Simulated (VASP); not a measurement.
Cu3Au (L1_2): computed properties

All values below come from LDA (Ceperley-Alder, Perdew-Zunger), VASP's LDA PAW potentials (set 64) (plane waves; VASP).

```yaml
space_group: Pm-3m (221)
cell: a = b = c = 3.675 Å, α = β = γ = 90.00°
volume_per_atom: 12.41 Å³/atom
band gap (over mesh and band path): none (metal, semimetal or under 0.01 eV)
band_gap_with_spin_orbit_coupling: none (metallic)
density: 12.97 g/cm³
```

```
CELL_PARAMETERS angstrom
      3.67481     0.00000     0.00000
      0.00000     3.67481     0.00000
      0.00000     0.00000     3.67481
ATOMIC_POSITIONS crystal
  Cu 0.00000 0.50000 0.50000
  Cu 0.50000 0.00000 0.50000
  Cu 0.50000 0.50000 0.00000
  Au 0.00000 0.00000 0.00000
```

Measured: a 3.750 Å (computed value off by -2.0 %), as given by Niraj K. Nepal et al., Physical Review B (2019), arXiv:1905.09348. The calculation is for a static lattice, while the measured a holds thermal and zero-point effects, which are part of the difference. Unless said otherwise, spin-orbit coupling is left out, though it shifts the bands of the heavy elements here.

The compound is Cu3Au in the L1_2 structure. It was relaxed first, which changed the volume by -6 %. Symmetry was kept, so distortions that lower it aren't found.
